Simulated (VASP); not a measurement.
Calculation: PBE GGA, VASP's PBE PAW potentials (set 64) (plane waves; VASP).

The input files of a VASP run:

### POSCAR
```
ReS
2.4911560
  0.0000000000   1.0000000000   1.0000000000
  1.0000000000   0.0000000000   1.0000000000
  1.0000000000   1.0000000000   0.0000000000
S Re
1 1
Cart
  0.0000000000   0.0000000000   0.0000000000
  1.0000000000   1.0000000000   1.0000000000
```

### KPOINTS
```
Automatic mesh
0
gamma
  8 8 8
```

INCAR:
```
! general
SYSTEM =ReS
PREC   =Accurate
ENCUT  =400
LREAL  =.FALSE.
LASPH  =.TRUE.

! electronic loop
EDIFF  =1E-6
NELM   =100
ALGO   =Normal
IMIX   =1
AMIX   =1.0
BMIX   =0.0001
LMAXMIX=6

! smearing
ISMEAR =0
SIGMA  =0.05

! functional
GGA    =PE

! ions
ISIF   =2

! output
LWAVE  =.FALSE.
LCHARG =.FALSE.
```

POTCAR, in this order: S Re (PBE.64 set). Program: vasp_std.

The run wrote:

**OSZICAR**
```
...
DAV:  12    -0.273849257534E+03    0.75518E+02   -0.40903E+03  1110   0.430E+02    0.472E+02
DAV:  13    -0.348162518974E+03   -0.74313E+02   -0.56656E+03  1142   0.154E+03    0.472E+02
DAV:  14    -0.271040603833E+03    0.77122E+02   -0.40335E+03  1064   0.431E+02    0.482E+02
DAV:  15    -0.346103280620E+03   -0.75063E+02   -0.56144E+03  1160   0.155E+03    0.481E+02
DAV:  16    -0.271437900391E+03    0.74665E+02   -0.40444E+03  1086   0.438E+02    0.475E+02
DAV:  17    -0.351060740494E+03   -0.79623E+02   -0.57235E+03  1156   0.154E+03    0.475E+02
DAV:  18    -0.269522130975E+03    0.81539E+02   -0.40483E+03  1072   0.439E+02    0.480E+02
DAV:  19    -0.359966743271E+03   -0.90445E+02   -0.58046E+03  1160   0.155E+03    0.483E+02
DAV:  20    -0.267412305415E+03    0.92554E+02   -0.40597E+03  1036   0.442E+02    0.473E+02
DAV:  21    -0.371538785310E+03   -0.10413E+03   -0.58834E+03  1156   0.154E+03    0.476E+02
DAV:  22    -0.268393650645E+03    0.10315E+03   -0.40751E+03  1046   0.441E+02    0.473E+02
DAV:  23    -0.358812403811E+03   -0.90419E+02   -0.57523E+03  1148   0.155E+03    0.471E+02
DAV:  24    -0.272482985566E+03    0.86329E+02   -0.41247E+03  1042   0.444E+02    0.477E+02
DAV:  25    -0.385157154488E+03   -0.11267E+03   -0.60798E+03  1160   0.155E+03    0.479E+02
DAV:  26    -0.266856947172E+03    0.11830E+03   -0.41199E+03  1014   0.440E+02    0.489E+02
DAV:  27    -0.362679739037E+03   -0.95823E+02   -0.57848E+03  1158   0.155E+03    0.486E+02
DAV:  28    -0.271752929664E+03    0.90927E+02   -0.41448E+03  1046   0.438E+02    0.474E+02
DAV:  29    -0.401837115291E+03   -0.13008E+03   -0.61728E+03  1160   0.155E+03    0.479E+02
DAV:  30    -0.269422915710E+03    0.13241E+03   -0.41795E+03  1022   0.434E+02    0.471E+02
DAV:  31    -0.470416343226E+03   -0.20099E+03   -0.68756E+03  1150   0.154E+03    0.471E+02
DAV:  32    -0.268224941376E+03    0.20219E+03   -0.41771E+03  1038   0.449E+02    0.467E+02
DAV:  33    -0.399455394063E+03   -0.13123E+03   -0.61632E+03  1160   0.155E+03    0.471E+02
DAV:  34    -0.271879751870E+03    0.12758E+03   -0.42286E+03  1020   0.438E+02    0.484E+02
DAV:  35    -0.427217634130E+03   -0.15534E+03   -0.64474E+03  1160   0.155E+03    0.480E+02
DAV:  36    -0.268084678409E+03    0.15913E+03   -0.41573E+03  1060   0.445E+02    0.466E+02
DAV:  37    -0.377724590176E+03   -0.10964E+03   -0.59727E+03  1156   0.154E+03    0.463E+02
DAV:  38    -0.266814813913E+03    0.11091E+03   -0.40915E+03  1034   0.439E+02    0.476E+02
DAV:  39    -0.438293604875E+03   -0.17148E+03   -0.65290E+03  1158   0.155E+03    0.479E+02
DAV:  40    -0.265532298259E+03    0.17276E+03   -0.41265E+03  1036   0.439E+02    0.483E+02
DAV:  41    -0.387968049417E+03   -0.12244E+03   -0.60382E+03  1150   0.155E+03    0.480E+02
DAV:  42    -0.266768031902E+03    0.12120E+03   -0.41385E+03  1060   0.450E+02    0.458E+02
DAV:  43    -0.490513288912E+03   -0.22375E+03   -0.70731E+03  1158   0.154E+03    0.464E+02
DAV:  44    -0.265216176848E+03    0.22530E+03   -0.41912E+03  1036   0.450E+02    0.478E+02
DAV:  45    -0.569195897036E+03   -0.30398E+03   -0.78203E+03  1160   0.155E+03    0.476E+02
DAV:  46    -0.266946197158E+03    0.30225E+03   -0.42099E+03  1078   0.442E+02    0.465E+02
DAV:  47    -0.436948635436E+03   -0.17000E+03   -0.65419E+03  1154   0.154E+03    0.460E+02
DAV:  48    -0.267706825080E+03    0.16924E+03   -0.41755E+03  1060   0.450E+02    0.475E+02
DAV:  49    -0.686502594673E+03   -0.41880E+03   -0.90330E+03  1148   0.156E+03    0.477E+02
DAV:  50    -0.266638613983E+03    0.41986E+03   -0.41882E+03  1038   0.438E+02    0.477E+02
DAV:  51    -0.487677670195E+03   -0.22104E+03   -0.69954E+03  1154   0.155E+03    0.480E+02
DAV:  52    -0.266639292284E+03    0.22104E+03   -0.42649E+03  1060   0.440E+02    0.483E+02
DAV:  53    -0.470409745591E+03   -0.20377E+03   -0.69117E+03  1156   0.156E+03    0.476E+02
DAV:  54    -0.269110813591E+03    0.20130E+03   -0.41708E+03  1036   0.448E+02    0.468E+02
DAV:  55    -0.471934346872E+03   -0.20282E+03   -0.68665E+03  1156   0.155E+03    0.427E+02
DAV:  56    -0.266363125704E+03    0.20557E+03   -0.41366E+03  1028   0.444E+02    0.427E+02
DAV:  57    -0.730330679762E+03   -0.46397E+03   -0.94535E+03  1140   0.154E+03    0.472E+02
DAV:  58    -0.269015160101E+03    0.46132E+03   -0.42070E+03  1056   0.447E+02    0.470E+02
DAV:  59    -0.665048040898E+03   -0.39603E+03   -0.88348E+03  1140   0.154E+03    0.468E+02
DAV:  60    -0.267837994971E+03    0.39721E+03   -0.41696E+03  1042   0.452E+02    0.467E+02
DAV:  61    -0.588155452673E+03   -0.32032E+03   -0.80235E+03  1150   0.154E+03    0.460E+02
DAV:  62    -0.266577260882E+03    0.32158E+03   -0.41845E+03  1062   0.443E+02    0.470E+02
DAV:  63    -0.892762836012E+03   -0.62619E+03   -0.11053E+04  1146   0.155E+03    0.480E+02
DAV:  64    -0.264234728150E+03    0.62853E+03   -0.42113E+03  1034   0.444E+02    0.473E+02
DAV:  65    -0.120849966735E+04   -0.94426E+03   -0.14198E+04  1160   0.155E+03    0.466E+02
DAV:  66    -0.263381410920E+03    0.94512E+03   -0.41792E+03  1018   0.448E+02    0.479E+02
DAV:  67    -0.617396138011E+03   -0.35401E+03   -0.82659E+03  1150   0.157E+03    0.474E+02
DAV:  68    -0.266786673689E+03    0.35061E+03   -0.42272E+03  1046   0.446E+02    0.464E+02
DAV:  69    -0.617521553718E+03   -0.35073E+03   -0.83225E+03  1158   0.155E+03    0.465E+02
DAV:  70    -0.269568059039E+03    0.34795E+03   -0.42582E+03  1060   0.446E+02    0.461E+02
DAV:  71    -0.803722799624E+03   -0.53415E+03   -0.10092E+04  1156   0.155E+03    0.462E+02
DAV:  72    -0.266923265964E+03    0.53680E+03   -0.42209E+03  1052   0.442E+02    0.489E+02
DAV:  73    -0.899901007570E+03   -0.63298E+03   -0.11142E+04  1156   0.157E+03    0.485E+02
DAV:  74    -0.267390325950E+03    0.63251E+03   -0.41385E+03  1012   0.437E+02    0.463E+02
DAV:  75    -0.636150935738E+03   -0.36876E+03   -0.84907E+03  1160   0.155E+03    0.467E+02
DAV:  76    -0.272184268867E+03    0.36397E+03   -0.42182E+03  1058   0.448E+02    0.470E+02
DAV:  77    -0.750793356205E+03   -0.47861E+03   -0.96948E+03  1158   0.155E+03    0.477E+02
DAV:  78    -0.262353869104E+03    0.48844E+03   -0.41307E+03  1042   0.438E+02    0.471E+02
DAV:  79    -0.523711457803E+03   -0.26136E+03   -0.74118E+03  1158   0.155E+03    0.475E+02
DAV:  80    -0.266200282323E+03    0.25751E+03   -0.42483E+03  1020   0.441E+02    0.480E+02
DAV:  81    -0.766136845891E+03   -0.49994E+03   -0.97762E+03  1160   0.155E+03    0.473E+02
DAV:  82    -0.268158126215E+03    0.49798E+03   -0.41992E+03  1050   0.443E+02    0.465E+02
DAV:  83    -0.810541817099E+03   -0.54238E+03   -0.10236E+04  1158   0.154E+03    0.455E+02
DAV:  84    -0.268321457109E+03    0.54222E+03   -0.41551E+03   984   0.443E+02    0.468E+02
DAV:  85    -0.480250872275E+03   -0.21193E+03   -0.69500E+03  1154   0.155E+03    0.491E+02
DAV:  86    -0.266186611674E+03    0.21406E+03   -0.42393E+03  1036   0.447E+02    0.480E+02
DAV:  87    -0.860944866052E+03   -0.59476E+03   -0.10757E+04  1156   0.155E+03    0.492E+02
DAV:  88    -0.264329791977E+03    0.59662E+03   -0.42266E+03  1036   0.446E+02    0.500E+02
DAV:  89    -0.625422540333E+03   -0.36109E+03   -0.83916E+03  1158   0.155E+03    0.474E+02
DAV:  90    -0.266748623524E+03    0.35867E+03   -0.42270E+03  1042   0.448E+02    0.469E+02
DAV:  91    -0.636479771776E+03   -0.36973E+03   -0.85159E+03  1158   0.155E+03    0.484E+02
DAV:  92    -0.265875461939E+03    0.37060E+03   -0.42461E+03  1050   0.447E+02    0.482E+02
DAV:  93    -0.565363145936E+03   -0.29949E+03   -0.78074E+03  1156   0.155E+03    0.472E+02
DAV:  94    -0.267174909141E+03    0.29819E+03   -0.42231E+03  1030   0.452E+02    0.472E+02
DAV:  95    -0.708800885568E+03   -0.44163E+03   -0.92323E+03  1158   0.154E+03    0.472E+02
DAV:  96    -0.268879592653E+03    0.43992E+03   -0.42520E+03  1046   0.443E+02    0.477E+02
DAV:  97    -0.519136682243E+03   -0.25026E+03   -0.73314E+03  1158   0.154E+03    0.469E+02
DAV:  98    -0.267586651077E+03    0.25155E+03   -0.42785E+03  1014   0.448E+02    0.467E+02
DAV:  99    -0.683215553232E+03   -0.41563E+03   -0.89755E+03  1154   0.154E+03    0.479E+02
DAV: 100    -0.271310622508E+03    0.41190E+03   -0.43820E+03  1060   0.449E+02
   1 F= -.27131062E+03 E0= -.27130917E+03  d E =-.290212E-02
```

**OUTCAR**
```
------------------------ aborting loop EDIFF was not reached (unconverged)  ----------------------------
  FORCE on cell =-STRESS in cart. coord.  units (eV):
  Direction    XX          YY          ZZ          XY          YZ          ZX
  --------------------------------------------------------------------------------------
  Total      261.6512140    261.6512140    261.6512140      0.0000000      0.0000000     -0.0000000
  in kB    13558.1541449  13558.1541449  13558.1541449      0.0000000      0.0000000     -0.0000000
  external PRESSURE =   13558.1541449 kB  Pullay stress =       0.0000000 kB
  volume of cell :       30.92
      direct lattice vectors                 reciprocal lattice vectors
     0.000000000  2.491156000  2.491156000    -0.200710032  0.200710032  0.200710032
     2.491156000  0.000000000  2.491156000     0.200710032 -0.200710032  0.200710032
     2.491156000  2.491156000  0.000000000     0.200710032  0.200710032 -0.200710032
 POSITION                                       TOTAL-FORCE (eV/Angst)
 -----------------------------------------------------------------------------------
      0.00000      0.00000      0.00000         0.000000      0.000000      0.000000
      2.49116      2.49116      2.49116        -0.000000     -0.000000     -0.000000
 -----------------------------------------------------------------------------------
    total drift:                                0.000000     -0.000000      0.000000
  FREE ENERGIE OF THE ION-ELECTRON SYSTEM (eV)
  ---------------------------------------------------
  free  energy   TOTEN  =      -271.3106225080 eV

  energy  without entropy=     -271.3077203855  energy(sigma->0) =     -271.30917145
```
(Selected blocks of OUTCAR.)

File stdout:
```
...
DAV:  87    -0.860944866052E+03   -0.59476E+03   -0.10757E+04  1156   0.155E+03    0.492E+02
 WARNING: Sub-Space-Matrix is not hermitian in DAV           24
 -4.472378089840611E-005
DAV:  88    -0.264329791977E+03    0.59662E+03   -0.42266E+03  1036   0.446E+02    0.500E+02
DAV:  89    -0.625422540333E+03   -0.36109E+03   -0.83916E+03  1158   0.155E+03    0.474E+02
DAV:  90    -0.266748623524E+03    0.35867E+03   -0.42270E+03  1042   0.448E+02    0.469E+02
DAV:  91    -0.636479771776E+03   -0.36973E+03   -0.85159E+03  1158   0.155E+03    0.484E+02
DAV:  92    -0.265875461939E+03    0.37060E+03   -0.42461E+03  1050   0.447E+02    0.482E+02
DAV:  93    -0.565363145936E+03   -0.29949E+03   -0.78074E+03  1156   0.155E+03    0.472E+02
DAV:  94    -0.267174909141E+03    0.29819E+03   -0.42231E+03  1030   0.452E+02    0.472E+02
DAV:  95    -0.708800885568E+03   -0.44163E+03   -0.92323E+03  1158   0.154E+03    0.472E+02
DAV:  96    -0.268879592653E+03    0.43992E+03   -0.42520E+03  1046   0.443E+02    0.477E+02
DAV:  97    -0.519136682243E+03   -0.25026E+03   -0.73314E+03  1158   0.154E+03    0.469E+02
 WARNING: Sub-Space-Matrix is not hermitian in DAV           23
 -2.491636706594029E-005
 WARNING: Sub-Space-Matrix is not hermitian in DAV           24
  3.685535235247620E-005
DAV:  98    -0.267586651077E+03    0.25155E+03   -0.42785E+03  1014   0.448E+02    0.467E+02
DAV:  99    -0.683215553232E+03   -0.41563E+03   -0.89755E+03  1154   0.154E+03    0.479E+02
DAV: 100    -0.271310622508E+03    0.41190E+03   -0.43820E+03  1060   0.449E+02

 -----------------------------------------------------------------------------
|                                                                             |
|           W    W    AA    RRRRR   N    N  II  N    N   GGGG   !!!           |
|           W    W   A  A   R    R  NN   N  II  NN   N  G    G  !!!           |
|           W    W  A    A  R    R  N N  N  II  N N  N  G       !!!           |
|           W WW W  AAAAAA  RRRRR   N  N N  II  N  N N  G  GGG   !            |
|           WW  WW  A    A  R   R   N   NN  II  N   NN  G    G                |
|           W    W  A    A  R    R  N    N  II  N    N   GGGG   !!!           |
|                                                                             |
|     The electronic self-consistency was not achieved in the given           |
|     number of steps (NELM). The forces and other quantities evaluated       |
|     might not be reliable so examine the results carefully. If you find     |
|     spurious results, we suggest increasing NELM, if you were close to      |
|     convergence or switching to a different ALGO or adjusting the           |
|     density mixing parameters otherwise.                                    |
|                                                                             |
 -----------------------------------------------------------------------------

   1 F= -.27131062E+03 E0= -.27130917E+03  d E =-.290212E-02
```

The run did not converge; its last values are not results.

The structure was generated: ReS was put into the rocksalt type (Fm-3m), which need not be its known phase. The cell was not relaxed at this level. The run is one of a series of settings (AMIX = 1.0, BMIX = 0.0001, IMIX = 1 against the base run), some of them coarse on purpose. The electron count is odd and the run is not spin-polarised, which forces a metal.
